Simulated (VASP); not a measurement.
Given:

```
CaSe
1.0
    4.15496     0.00000     0.00000
    0.00000     4.15496     0.00000
    0.00000     0.00000    26.64051
Ca Se
4 4
Direct
  0.00000   0.50000   0.33458
  0.50000   0.00000   0.44486
  0.00000   0.50000   0.55514
  0.50000   0.00000   0.66543
  0.00000   0.50000   0.44486
  0.50000   0.00000   0.33458
  0.00000   0.50000   0.66543
  0.50000   0.00000   0.55514
```

Computed with PBEsol GGA, VASP's PBE PAW potentials (set 64) (plane waves; VASP 6.6.1). Settings: PREC = Normal, EDIFF = 1E-5, 400 eV cut-off, 5×5×1 Γ-centred mesh, Gaussian smearing of 0.050 eV, potentials Ca_sv Se.

Question: The ions are relaxed. Predict the relaxed structure.

Answer: 
```
CaSe
1.0
    4.15496     0.00000     0.00000
    0.00000     4.15496     0.00000
    0.00000     0.00000    26.64051
Ca Se
4 4
Direct
  0.00000   0.50000   0.33774
  0.50000   0.00000   0.44355
  0.00000   0.50000   0.55645
  0.50000   0.00000   0.66226
  0.00000   0.50000   0.44573
  0.50000   0.00000   0.33232
  0.00000   0.50000   0.66768
  0.50000   0.00000   0.55427
```

Question: How much energy does the relaxation gain?

Answer: The energy (σ→0) changes by -6.3 meV/atom, in 6 ionic steps.

The cell is a thin slab with vacuum, built from CaSe (rock salt): (100) face.
